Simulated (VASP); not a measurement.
Input:

```yaml
crystal:
  lattice:
    - [0.00000, 2.27000, 2.27000]
    - [2.27000, 0.00000, 2.27000]
    - [2.27000, 2.27000, 0.00000]
  atoms:
    - { symbol: B, position: [0.00000, 0.00000, 0.00000] }
    - { symbol: P, position: [0.25000, 0.25000, 0.25000] }
```

All values below come from G0W0 on PBE orbitals, VASP's PBE PAW potentials (set 64) (plane waves; VASP). Run with PREC = Normal, 500 eV cut-off, 6×6×6 Γ-centred mesh, Gaussian smearing of 0.010 eV, potentials B_GW P_GW.

The mesh is coarse and the basis finite, so the quasiparticle values are not converged.

NBANDS = 128, ENCUTGW = 180 eV, NOMEGA = 64. The PBE levels (eV) that the step starts from are:

```tsv
state	KS energy	filling
k1 (0.00, 0.00, 0.00), band 1	-8.33	2
k1 (0.00, 0.00, 0.00), band 2	7.12	2
k1 (0.00, 0.00, 0.00), band 3	7.12	2
k1 (0.00, 0.00, 0.00), band 4	7.12	2
k1 (0.00, 0.00, 0.00), band 5	10.52	0
k1 (0.00, 0.00, 0.00), band 6	10.52	0
k1 (0.00, 0.00, 0.00), band 7	10.52	0
k1 (0.00, 0.00, 0.00), band 8	14.48	0
k5 (0.17, 0.17, 0.00), band 1	-7.66	2
k5 (0.17, 0.17, 0.00), band 2	5.18	2
k5 (0.17, 0.17, 0.00), band 3	5.39	2
k5 (0.17, 0.17, 0.00), band 4	5.39	2
k5 (0.17, 0.17, 0.00), band 5	9.56	0
k5 (0.17, 0.17, 0.00), band 6	12.97	0
k5 (0.17, 0.17, 0.00), band 7	12.97	0
k5 (0.17, 0.17, 0.00), band 8	14.01	0
k14 (0.50, 0.33, 0.17), band 1	-5.19	2
k14 (0.50, 0.33, 0.17), band 2	0.60	2
k14 (0.50, 0.33, 0.17), band 3	2.12	2
k14 (0.50, 0.33, 0.17), band 4	3.86	2
k14 (0.50, 0.33, 0.17), band 5	11.12	0
k14 (0.50, 0.33, 0.17), band 6	12.66	0
k14 (0.50, 0.33, 0.17), band 7	13.58	0
k14 (0.50, 0.33, 0.17), band 8	16.61	0
```

Question: Give the quasiparticle energies and renormalisation factors Z.

Answer: 
```tsv
state	QP energy (eV)	Z
k1 (0.00, 0.00, 0.00), band 1	-9.12	0.69
k1 (0.00, 0.00, 0.00), band 2	6.54	0.79
k1 (0.00, 0.00, 0.00), band 3	6.54	0.79
k1 (0.00, 0.00, 0.00), band 4	6.54	0.79
k1 (0.00, 0.00, 0.00), band 5	10.85	0.78
k1 (0.00, 0.00, 0.00), band 6	10.85	0.78
k1 (0.00, 0.00, 0.00), band 7	10.85	0.78
k1 (0.00, 0.00, 0.00), band 8	14.78	0.75
k5 (0.17, 0.17, 0.00), band 1	-8.46	0.70
k5 (0.17, 0.17, 0.00), band 2	4.49	0.77
k5 (0.17, 0.17, 0.00), band 3	4.75	0.78
k5 (0.17, 0.17, 0.00), band 4	4.75	0.78
k5 (0.17, 0.17, 0.00), band 5	9.81	0.79
k5 (0.17, 0.17, 0.00), band 6	13.36	0.77
k5 (0.17, 0.17, 0.00), band 7	13.36	0.77
k5 (0.17, 0.17, 0.00), band 8	14.26	0.77
k14 (0.50, 0.33, 0.17), band 1	-5.94	0.72
k14 (0.50, 0.33, 0.17), band 2	-0.19	0.73
k14 (0.50, 0.33, 0.17), band 3	1.37	0.75
k14 (0.50, 0.33, 0.17), band 4	3.15	0.77
k14 (0.50, 0.33, 0.17), band 5	11.39	0.78
k14 (0.50, 0.33, 0.17), band 6	12.85	0.78
k14 (0.50, 0.33, 0.17), band 7	13.93	0.76
k14 (0.50, 0.33, 0.17), band 8	17.02	0.75
```
On the mesh the gap opens from 1.34 to 2.02 eV.

The compound is BP in the zinc blende structure. The cell was not relaxed at this level.
